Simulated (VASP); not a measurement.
Given:

```
CELL_PARAMETERS angstrom
      1.61165     0.93049     5.69824
     -1.61165     0.93049     5.69824
      0.00000    -1.86098     5.69824
ATOMIC_POSITIONS crystal
  Sc 0.50000 0.50000 0.50000
  Cu 0.00000 0.00000 0.00000
  O  0.89305 0.89305 0.89305
  O  0.10695 0.10695 0.10695
```

Level of theory: r2SCAN meta-GGA, VASP's PBE PAW potentials (set 64) (plane waves; VASP). Run with 520 eV cut-off, 9×9×9 Γ-centred mesh, tetrahedra with Blöchl corrections, potentials Sc_sv Cu O.

**Question.** The job: ScCuO₂ (space group R-3m), 4 atoms, r2SCAN, static run, 520 eV, 9×9×9 Γ-centred mesh. Roughly how much core time does it take on a busy server core?

**Answer.** About 20 core-minutes (one run on a shared machine, a rough figure). It had 85 irreducible k-points, 21 bands, up to 1404 plane waves and 21 electronic steps.

The structure comes from a computed database's ScCuO2 entry (R-3m); how it stands against other phases isn't given here. It was relaxed first.
